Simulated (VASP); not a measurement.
Data:

```xyz
6
Lattice="1.6330 -2.8284 0.0000 1.6330 2.8284 0.0000 0.0000 0.0000 14.1806" Properties=species:S:1:pos:R:3 pbc="T T T"
Mo     1.6330     0.9428     3.5451
Mo     1.6330    -0.9428    10.6354
Se     1.6330     0.9428    12.2985
Se     1.6330    -0.9428     5.2082
Se     1.6330    -0.9428     1.8821
Se     1.6330     0.9428     8.9724
```

Method: AM05 GGA, VASP's PBE PAW potentials (set 64) (plane waves; VASP). Settings: 520 eV cut-off, 9×9×2 Γ-centred mesh, tetrahedra with Blöchl corrections, potentials Mo_sv Se.

The cores are frozen, which limits the accuracy of field gradients. Without a dispersion term in the relaxation, distances and binding between the weakly bound layers, chains or molecules are unreliable, and so is what depends on them.

Give the principal components of the electric field gradient (V/Å²) and the asymmetry η at each nucleus.

```csv
atom,Vxx,Vyy,Vzz,η
Mo1,35.5,35.5,-71.1,0.00
Mo2,35.5,35.5,-71.1,0.00
Se3,52.2,52.2,-104.4,0.00
Se4,52.2,52.2,-104.4,0.00
Se5,52.2,52.2,-104.4,0.00
Se6,52.2,52.2,-104.4,0.00
```

The compound is MoSe2 in the 2H layered structure. It was relaxed first, which changed the volume by +8 %.
